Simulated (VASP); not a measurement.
The cell holds one Be (hcp) (1 0 -1 0) slab, with vacuum along c, ions free to move until forces fall under 0.03 eV/Å, no reconstruction beyond this cell, dipole correction on.

Data:

```
Be
1.0
    2.26594     0.00000     0.00000
    0.00000     3.56149     0.00000
    0.00000     0.00000    24.65425
Be
10
Cartesian
  1.13297   1.78074   8.72252
  0.00000   0.00000   8.24345
  0.00000   1.78074  10.65561
  1.13297   0.00000  10.12742
  1.13297   1.78074  12.59435
  0.00000   0.00000  12.05990
  0.00000   1.78074  14.52683
  1.13297   0.00000  13.99864
  1.13297   1.78074  16.41080
  0.00000   0.00000  15.93173
```

Method: r2SCAN meta-GGA, VASP's PBE PAW potentials (set 64) (plane waves; VASP 6.6.1). Numerical set-up: 400 eV cut-off, 12×8×1 Γ-centred mesh, first-order Methfessel-Paxton smearing of 0.10 eV, potentials Be.

Slab and bulk use different k-meshes, so the surface energy is good to a few per cent at best.

**Question.** Predict its surface energy, work function, band gap (on the k-mesh).

**Answer.** 
```yaml
surface_energy: 1.88 J/m²
work_function: 4.47 eV
band gap (on the k-mesh): none (metal, semimetal or under 0.01 eV)
```

The cell is a thin slab with vacuum, built from Be (hcp): (100) face.
